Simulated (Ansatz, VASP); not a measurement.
**Cross-check of Al38P12O87 (glassy 76Al2O3-24P2O5 (mol %)) between VASP and Ansatz**

Wanted: the spread between two codes on one cell, functional and k mesh. Of the first pair: The structure shown is the start of the Ansatz relaxation below; VASP solves that cell, so the two are compared at the walk's first step.

Calculated with Ansatz 0.2.0; plane waves, with VASP 6.6.1 beside it; single point at PBE.

### Step 1. Starting point

The cell holds 137 atoms: 38 Al, 12 P and 87 O. Its edges and angles: a = 11.959 Å, b = 11.740 Å, c = 11.907 Å, α = 89.3°, β = 92.1°, γ = 86.6°. As first built, before any earlier steps moved the atoms (in the runner's words): 137 atoms (38 Al, 12 P, 87 O) placed at random at 2.77 g/cm^3, melted at 4000 K for 10 ps at fixed volume with the Morse and Coulomb pair potential with partial charges (Pedone, Malavasi, Menziani, Cormack and Segre, J. Phys. Chem. B 110, 11780 (2006)). Quenched from 4000 K to 300 K at 50 K/ps and fixed volume, held 10 ps at zero pressure.

### Step 2. Ansatz: relaxation, PBE

Ansatz runs on its default PAW (the set named soft_2) files.

The two programs are compared at the cell with which this relaxation starts, whose forces are those of its first step.

input.yaml reads:

```yaml
crystal:
  lattice:
    - [11.95188, 0.34976, -0.2173]
    - [0.34759, 11.73497, 0.07915]
    - [-0.21651, 0.07698, 11.90486]
  atoms:
    - { symbol: Al, position: [0.72626, 0.14841, 0.40137] }
    - { symbol: Al, position: [0.88019, 0.00864, 0.57258] }
    - { symbol: Al, position: [0.09634, 0.40576, 0.3327] }
    - { symbol: Al, position: [0.61396, 0.32782, 0.55598] }
    - { symbol: Al, position: [0.82433, 0.48694, 0.57993] }
    - { symbol: Al, position: [0.11443, 0.06057, 0.1558] }
    - { symbol: Al, position: [0.09727, 0.04919, 0.71199] }
    - { symbol: Al, position: [0.12981, 0.21858, 0.52571] }
    - { symbol: Al, position: [0.90745, 0.44227, 0.01808] }
    - { symbol: Al, position: [0.55118, 0.98639, 0.92373] }
    - { symbol: Al, position: [0.27833, 0.86097, 0.26396] }
    - { symbol: Al, position: [0.50644, 0.21811, 0.32533] }
    - { symbol: Al, position: [0.87721, 0.69654, 0.1521] }
    - { symbol: Al, position: [0.01288, 0.85898, 0.022] }
    - { symbol: Al, position: [0.32588, 0.07883, 0.60221] }
    - { symbol: Al, position: [0.50538, 0.4316, 0.78185] }
    - { symbol: Al, position: [0.30981, 0.11628, 0.33261] }
    - { symbol: Al, position: [0.70602, 0.87541, 0.42997] }
    - { symbol: Al, position: [0.36716, 0.2144, 0.94302] }
    - { symbol: Al, position: [0.13428, 0.27042, 0.86088] }
    - { symbol: Al, position: [0.34461, 0.73095, 0.61972] }
    - { symbol: Al, position: [0.88686, 0.66357, 0.88022] }
    - { symbol: Al, position: [0.19524, 0.0119, 0.9264] }
    - { symbol: Al, position: [0.14592, 0.31945, 0.09437] }
    - { symbol: Al, position: [0.4922, 0.18907, 0.75138] }
    - { symbol: Al, position: [0.73538, 0.86808, 0.73818] }
    - { symbol: Al, position: [0.80807, 0.01864, 0.95784] }
    - { symbol: Al, position: [0.99301, 0.86308, 0.79437] }
    - { symbol: Al, position: [0.8839, 0.26184, 0.61538] }
    - { symbol: Al, position: [0.08899, 0.58638, 0.96579] }
[... 101 atom lines left out ...]
    - { symbol: O, position: [0.69432, 0.96368, 0.86623] }
    - { symbol: O, position: [0.50041, 0.12688, 0.88607] }
    - { symbol: O, position: [0.93607, 0.82788, 0.13631] }
    - { symbol: O, position: [0.09564, 0.57189, 0.62257] }
    - { symbol: O, position: [0.20297, 0.58205, 0.87261] }
    - { symbol: O, position: [0.82778, 0.37931, 0.90647] }
kpoints:
  mp_grid: { grid: [1, 1, 1] }
hamiltonian:
  xc: pbe
scf:
  occupations: { method: fixed }
output:
  forces: true
  eigenvalues: true
  stress: true
relax:
  f_tol: 0.05
  max_steps: 70
```

The run is started by

```sh
$ ansatz run input.yaml --threads 4 --pin off --max-ram 8192MiB --backend cpu --events-out ev --progress --plain --runs-dir out
```

Numbers of over 12 decimals in the logs are rounded to 6 here.

Output:

```text
Warning: output.stress: scf.convergence.dr2_threshold = 1e-7 eV (the SCF's general default) is looser than the 1.08e-8 eV advised for a printed stress (1e-10 eV for each atom of the cell: 137, of which 108 are counted). What an SCF threshold leaves in a stress goes as its square root, and in the free energy as the threshold itself, and one threshold admits the most on a small cell: [figures from the program's tests c [...]
Engine: ansatz 0.2.0, x86_64-unknown-linux-gnu
Pseudopotentials: kind: paw
Pseudopotential: Al, paw, valence charge 3, recommended cutoff 420 eV (normal), Al.paw.azcp
Pseudopotential: P, paw, valence charge 5, recommended cutoff 420 eV (normal), P.paw.azcp
Pseudopotential: O, paw, valence charge 6, recommended cutoff 420 eV (normal), O.paw.azcp
Functional definition: PBE
  parameter kappa = 0.804
  parameter beta = 0.066725
  exchange = pbe_x(kappa = kappa, mu = beta*pi^2/3)
  correlation = pbe_c(beta = beta)
Crystal: 137 atoms, lattice volume = 1667.632 Å³
Basis set: ecut = 420 eV, 32587 PW (Γ), exchange–correlation on 160×160×160 points (8 copies of the dense FFT grid, shifted against one another)
Bands: 485, of which v1, the nominal top of the filled ones, is band 348 counted from 1 (347 counted from 0)
Symmetry: 1 space group operations
Space group: P1 (ITA 1), of the structure as read, at distance tolerance 1.2e-4 Å
k-points: 1
Non-local potential: Al, projectors of the file, l = 0: 2, l = 1: 2, l = 2: 1
Non-local potential: P, projectors of the file, l = 0: 2, l = 1: 2, l = 2: 2
Non-local potential: O, projectors of the file, l = 0: 2, l = 1: 2, l = 2: 1
PAW form: soft (Blöchl's): semilocal exchange-correlation on the pseudo side does not see the compensation charge
PAW one-centre angular grid: Al, 110 points (default); XC on 64 Gauss nodes
PAW one-centre angular grid: P, 110 points (default); XC on 64 Gauss nodes
PAW one-centre angular grid: O, 110 points (default); XC on 64 Gauss nodes
Initial density: superposition of atomic densities (neutral atoms: chi_scale 0, normalization atom), corrected by the library's trained network
Initial wavefunctions: pseudopotential atomic-orbital guess
Functional: x = pbe(κ = 0.804, μ = 0.219515), c = pbe(β = 0.066725)
SCF iter   1: F=—  HF=-79009.169078 eV  |F-HF|=—  |Δ(HF+E_count)|=         —  Δρ=2.26e-3  dr2=1.31e-1  ethr=1.77e-3  ⟨swp⟩=5.0  Hψ=2010  notcnv=0  defer=132
preconditioner: auto → Resta (q_TF=auto, 2.359 Å⁻¹)  ε∞=3.2  [insulator: Δε(μ)=3.800 eV  Ē_g=16.005 eV  n_scr=370 (ndim 8)  ℏωp=24.0 eV  f_vac=0.098  ε∞_Penn≈3.2]
SCF iter   2: F=—  HF=-79009.163758 eV  |F-HF|=—  |Δ(HF+E_count)|=   5.32e-3  Δρ=1.23e-3  dr2=3.21e-2  ethr=1.88e-5  ⟨swp⟩=3.0  Hψ=954  notcnv=0  defer=135
SCF iter   3: F=—  HF=-79009.167113 eV  |F-HF|=—  |Δ(HF+E_count)|=   3.36e-3  Δρ=5.34e-4  dr2=8.25e-3  ethr=4.61e-6  ⟨swp⟩=3.0  Hψ=617  notcnv=0  defer=135
SCF iter   4: F=—  HF=-79009.166639 eV  |F-HF|=—  |Δ(HF+E_count)|=   4.74e-4  Δρ=1.70e-4  dr2=6.27e-4  ethr=1.18e-6  ⟨swp⟩=3.0  Hψ=622  notcnv=0  defer=135
SCF iter   5: F=—  HF=-79009.166693 eV  |F-HF|=—  |Δ(HF+E_count)|=   5.43e-5  Δρ=1.07e-4  dr2=1.63e-4  ethr=9.01e-8  ⟨swp⟩=2.0  Hψ=694  notcnv=0  defer=135
SCF iter   6: F=-79009.166676 eV  HF=-79009.166684 eV  |F-HF|=7.63e-6  |Δ(HF+E_count)|=   9.27e-6  Δρ=3.88e-5  dr2=2.37e-5  ethr=8.98e-9  ⟨swp⟩=19.0  Hψ=4167  notcnv=0
SCF 1 converged in 6 iterations: F = -79009.166676 eV  dr2 = 2.37e-5
  greatest PAW one-centre occupation: 0.870 electrons in one spin orbital (limit 2), on the O atom at site 87 (counted from 0), in its partial waves of l = 0
relax step   1: F+E_penalty+E_count = -79009.16667644 eV  Δ(F+E_penalty+E_count) = +0.000e0 eV  max|allowed force component| = 6.459e-1 eV/Å  Δτ_max = 0.0000 Å  (6 SCF iters, dr2 threshold 6.25e-5 eV, accepted)
Initial density: handed on by an earlier stage of this run
Initial wavefunctions: those handed on with the density
iter 1 solved again at ethr=3.89e-6 eV; its pass at ethr=3.10e-3 eV (dr2=2.71e-2 eV) is discarded
[...]
- { symbol: Al, position: [0.858540, 0.035842, 0.243709] }
    - { symbol: Al, position: [0.284301, 0.338717, 0.685784] }
    - { symbol: Al, position: [0.042056, 0.478374, 0.721917] }
    - { symbol: Al, position: [0.401807, 0.018761, 0.122822] }
    - { symbol: Al, position: [0.605987, 0.449288, 0.238560] }
    - { symbol: Al, position: [0.340764, 0.392916, 0.297678] }
    - { symbol: Al, position: [0.644020, 0.108319, 0.134569] }
    - { symbol: Al, position: [0.434391, 0.784699, 0.036985] }
    - { symbol: P, position: [0.206728, 0.602536, 0.214671] }
    - { symbol: P, position: [0.091060, 0.697791, 0.588818] }
    - { symbol: P, position: [0.903414, 0.673968, 0.417484] }
    - { symbol: P, position: [0.679041, 0.631703, 0.746282] }
    - { symbol: P, position: [0.629963, 0.706910, 0.221003] }
    - { symbol: P, position: [0.081902, 0.996132, 0.389334] }
    - { symbol: P, position: [0.564122, 0.337039, 0.022305] }
    - { symbol: P, position: [0.862168, 0.261604, 0.864244] }
    - { symbol: P, position: [0.849150, 0.327051, 0.248150] }
    - { symbol: P, position: [0.441116, 0.910947, 0.464402] }
    - { symbol: P, position: [0.413654, 0.499668, 0.524023] }
    - { symbol: P, position: [0.325367, 0.617528, 0.866408] }
    - { symbol: O, position: [0.620288, 0.590233, 0.283008] }
    - { symbol: O, position: [0.642059, 0.801585, 0.307944] }
    - { symbol: O, position: [0.371247, 0.278174, 0.798354] }
    - { symbol: O, position: [0.818357, 0.768449, 0.449142] }
    - { symbol: O, position: [0.057783, 0.433528, 0.027671] }
    - { symbol: O, position: [0.857379, 0.793740, 0.793089] }
    - { symbol: O, position: [0.548197, 0.015705, 0.076365] }
    - { symbol: O, position: [0.012643, 0.021059, 0.265703] }
    - { symbol: O, position: [0.732230, 0.702874, 0.145445] }
    - { symbol: O, position: [0.821163, 0.167200, 0.938974] }
    - { symbol: O, position: [0.356538, 0.677936, 0.975654] }
    - { symbol: O, position: [0.991592, 0.976939, 0.471675] }
    - { symbol: O, position: [0.202623, 0.015718, 0.617901] }
    - { symbol: O, position: [0.131086, 0.924438, 0.824752] }
    - { symbol: O, position: [0.429567, 0.106558, 0.241316] }
    - { symbol: O, position: [0.243438, 0.026658, 0.232149] }
    - { symbol: O, position: [0.419314, 0.627506, 0.544531] }
    - { symbol: O, position: [0.737236, 0.379171, 0.290872] }
    - { symbol: O, position: [0.951241, 0.374766, 0.306760] }
    - { symbol: O, position: [0.372624, 0.445379, 0.637995] }
    - { symbol: O, position: [0.154651, 0.372575, 0.751321] }
    - { symbol: O, position: [0.986766, 0.549764, 0.840938] }
    - { symbol: O, position: [0.034491, 0.771523, 0.674751] }
    - { symbol: O, position: [0.856436, 0.350107, 0.122177] }
[...]
- { symbol: O, position: [0.581132, 0.363401, 0.898233] }
    - { symbol: O, position: [0.581197, 0.553480, 0.740076] }
    - { symbol: O, position: [0.694267, 0.965146, 0.866238] }
    - { symbol: O, position: [0.500339, 0.126260, 0.886755] }
    - { symbol: O, position: [0.935241, 0.829948, 0.136736] }
    - { symbol: O, position: [0.095924, 0.570952, 0.622467] }
    - { symbol: O, position: [0.203388, 0.582142, 0.873564] }
    - { symbol: O, position: [0.827182, 0.381987, 0.906406] }
```

### Step 3. VASP: single point, PBE, start cell, pair 1

The same cell, functional and mesh now go to VASP, with its own data sets.

Lines of VASP's logs that name or quote its potential files are left out, and so is its time.

INCAR reads:

```
SYSTEM = Al38P12O87
PREC = Accurate
ENCUT = 520
EDIFF = 1E-06
NELM = 120
ISMEAR = 0
SIGMA = 0.01
LREAL = Auto
ALGO = Normal
GGA = PE
NBANDS = 443
LORBIT = 11
LWAVE = .FALSE.
LCHARG = .FALSE.
ISIF = 2
LASPH = .TRUE.
GGA_COMPAT = .FALSE.
EFERMI = MIDGAP
```

POSCAR reads:

```
Al38P12O87
1.0
   11.9518800000      0.3497600000     -0.2173000000
    0.3475900000     11.7349700000      0.0791500000
   -0.2165100000      0.0769800000     11.9048600000
Al P O
38 12 87
Direct
    0.7262635806      0.1484097939      0.4013714097
    0.8801934741      0.0086379716      0.5725797990
    0.0963357932      0.4057611170      0.3326975517
    0.6139559752      0.3278204723      0.5559801327
    0.8243309671      0.4869410819      0.5799300229
    0.1144321033      0.0605696288      0.1557995650
    0.0972695711      0.0491922853      0.7119901543
    0.1298076379      0.2185799629      0.5257102222
    0.9074460931      0.4422695227      0.0180835729
    0.5511801723      0.9863860190      0.9237319043
    0.2783316702      0.8609677644      0.2639624383
    0.5064411353      0.2181107738      0.3253281593
    0.8772109486      0.6965401969      0.1520964365
    0.0128842139      0.8589796163      0.0220003850
    0.3258805338      0.0788294800      0.6022140946
    0.5053814270      0.4316032082      0.7818536287
    0.3098087132      0.1162795229      0.3326135636
    0.7060236906      0.8754059087      0.4299698250
    0.3671597698      0.2144009371      0.9430194042
    0.1342796613      0.2704194112      0.8608816294
    0.3446073693      0.7309489301      0.6197240937
    0.8868585281      0.6635682106      0.8802197535
    0.1952362556      0.0118960474      0.9264017608
    0.1459180334      0.3194468627      0.0943668191
    0.4922040310      0.1890678351      0.7513814708
    0.7353811644      0.8680779110      0.7381766741
    0.8080739147      0.0186394811      0.9578373157
    0.9930061728      0.8630815021      0.7943703110
    0.8838964089      0.2618392909      0.6153828025
    0.0889888966      0.5863780249      0.9657925811
[... 101 atom lines left out ...]
    0.6943159175      0.9636815421      0.8662260165
    0.5004098936      0.1268829188      0.8860663869
    0.9360662382      0.8278766916      0.1363124601
    0.0956426305      0.5718908983      0.6225707803
    0.2029734950      0.5820495692      0.8726131107
    0.8277789357      0.3793104087      0.9064662620
```

KPOINTS reads:

```
Automatic mesh
0
Gamma
1 1 1
0 0 0
```

PAW data sets: Al, P and O (PBE family, release 64).

The run is started by

```sh
$ export OMP_NUM_THREADS=3
$ mpirun -np 1 vasp_gam
```

Output:

```text
[banner, memory and clock lines left out]
running    1 mpi-ranks, on    1 nodes
[...]
Offloading initialized ...    1 GPUs detected
[...]
LDA part: xc-table for (Slater+PW92), standard interpolation
 POSCAR, INCAR and KPOINTS ok, starting setup
[...]
entering main loop
       N       E                     dE             d eps       ncg     rms          rms(c)
DAV:   1     0.623679182800E+04    0.62368E+04   -0.41277E+05   902   0.155E+03
DAV:   2    -0.599410864269E+03   -0.68362E+04   -0.66180E+04  1089   0.374E+02
DAV:   3    -0.113993301491E+04   -0.54052E+03   -0.53672E+03  1028   0.111E+02
DAV:   4    -0.115075687220E+04   -0.10824E+02   -0.10770E+02  1060   0.170E+01
[...]
DAV:  17    -0.100590874483E+04    0.23297E-04   -0.23471E-04  1044   0.406E-02    0.241E-02
DAV:  18    -0.100590873992E+04    0.49047E-05   -0.69689E-05  1044   0.187E-02    0.102E-02
DAV:  19    -0.100590874022E+04   -0.30309E-06   -0.80964E-06  1044   0.541E-03
   1 F= -.10059087E+04 E0= -.10059087E+04  d E =0.000000E+00
```

From OUTCAR (step 3):

```text
  Total       -3.8064330     -4.8420678     -5.0260744    -24.8639908      1.1810786     -0.2705494
  in kB       -3.6570312     -4.6520176     -4.8288020    -23.8880840      1.1347215     -0.2599304
  external PRESSURE =      -4.3792836 kB  Pullay stress =       0.0000000 kB

 POSITION                                       TOTAL-FORCE (eV/Angst)
[...]
0.54360      9.12030      8.08410        -0.114064      0.183683      0.190356
     10.33850      4.40180      1.30600         0.045215      0.087049      0.002337
      7.24820      5.42850      0.97680        -0.176053     -0.211211     -0.107894
      4.07340      5.70450      5.05440         0.171814      0.132369      0.237226
      9.13550      7.31880      7.63070        -0.071152      0.045719      0.057174
      1.38910      4.19080      5.54070        -0.015540      0.073034      0.009215
      7.14220      2.78710      5.34040        -0.020538      0.087714      0.094780
     11.75300      3.43520     10.13440         0.002001     -0.069400     -0.006807
     11.19240      5.16250      7.55740         0.198522     -0.043857      0.161736
      5.03910     10.25780      6.83440         0.016936     -0.043152     -0.134948
      9.79460      2.05930      6.08010        -0.015847      0.076527     -0.006023
      2.64640      3.57150     11.57900        -0.054815     -0.010285     -0.060039
      9.55070     12.00480      4.24890         0.044017     -0.085483     -0.010691
      7.73630      9.15020      8.56120         0.004908      0.404790     -0.014622
[...]
-----------------------------------------------------------------------------------
    total drift:                                0.016125      0.009931     -0.015291

  FREE ENERGIE OF THE ION-ELECTRON SYSTEM (eV)
  ---------------------------------------------------
  free  energy   TOTEN  =     -1005.9087402243 eV

  energy  without entropy=    -1005.9087402243  energy(sigma->0) =    -1005.90874022

[... 3 further parts left out ...]
[key lines of the parts left out:]
E-fermi :   4.3990
```

The run ends at a pressure of -0.44 GPa, with forces up to 0.75 eV/Å.

### Step 4. Side by side

Known differences besides the potentials themselves: fixed occupations in Ansatz, narrow Gaussian smearing in VASP; the cutoff is 420 eV in Ansatz and 520 eV in VASP (PREC = Accurate, projectors in real space). Total energies have different zeros and are not compared.

Forces on 10 of the 137 atoms, those with the largest forces and the largest differences (eV/Å; atoms numbered as in POSCAR):

| atom | Ansatz x, y, z | VASP x, y, z |
| --- | --- | --- |
| P39 | -0.424, 0.394, 0.315 | -0.427, 0.490, 0.317 |
| P41 | 0.436, -0.622, 0.040 | 0.425, -0.620, 0.003 |
| P42 | -0.491, -0.399, 0.134 | -0.530, -0.418, 0.092 |
| P44 | -0.322, 0.646, 0.235 | -0.363, 0.574, 0.264 |
| P45 | -0.525, 0.386, -0.042 | -0.448, 0.388, -0.078 |
| P50 | -0.471, 0.496, 0.150 | -0.460, 0.471, 0.166 |
| O54 | -0.305, 0.344, 0.162 | -0.238, 0.260, 0.113 |
| O60 | 0.150, 0.172, -0.162 | 0.191, 0.237, -0.239 |
| O88 | 0.494, -0.468, -0.114 | 0.464, -0.391, -0.131 |
| O124 | 0.357, -0.476, 0.173 | 0.269, -0.411, 0.155 |

The forces differ by 33 meV/Å r.m.s., which is 18.9 % of the r.m.s. force of 0.173 eV/Å (both taken over all components).

### Step 5. Ansatz: relaxation, PBE

This run makes the geometry at which the two programs are then compared.

The structure compared here is the end of the Ansatz relaxation.

input.yaml is that of step 2.

The run is started by

```sh
$ ansatz run input.yaml --threads 4 --pin off --max-ram 8192MiB --backend cpu --events-out ev --progress --plain --runs-dir out
```

Output:

```text
[...]
Crystal: 137 atoms, lattice volume = 1667.632 Å³
Basis set: ecut = 420 eV, 32587 PW (Γ), exchange–correlation on 160×160×160 points (8 copies of the dense FFT grid, shifted against one another)
Bands: 485, of which v1, the nominal top of the filled ones, is band 348 counted from 1 (347 counted from 0)
Symmetry: 1 space group operations
[...]
k-points: 1
[...]
- { symbol: O, position: [0.642059, 0.801585, 0.307944] }
    - { symbol: O, position: [0.371247, 0.278174, 0.798354] }
    - { symbol: O, position: [0.818357, 0.768449, 0.449142] }
    - { symbol: O, position: [0.057783, 0.433528, 0.027671] }
    - { symbol: O, position: [0.857379, 0.793740, 0.793089] }
    - { symbol: O, position: [0.548197, 0.015705, 0.076365] }
    - { symbol: O, position: [0.012643, 0.021059, 0.265703] }
[...]
- { symbol: O, position: [0.935241, 0.829948, 0.136736] }
    - { symbol: O, position: [0.095924, 0.570952, 0.622467] }
    - { symbol: O, position: [0.203388, 0.582142, 0.873564] }
    - { symbol: O, position: [0.827182, 0.381987, 0.906406] }
```

(Continued in part 2 of 2.)

[Lines on the potential files, build, host, timing and source positions are cut from VASP's logs without a mark.]

[Logs are printed without paths, hosts, clocks, repeated set-up lines and the standing remarks that a program may print on its own settings, such as how far it seeks lower states.]

[Hosts, paths, dates, database ids (printed as entryN), source tags and the programs' standing remarks are cut or masked in the printed files.]
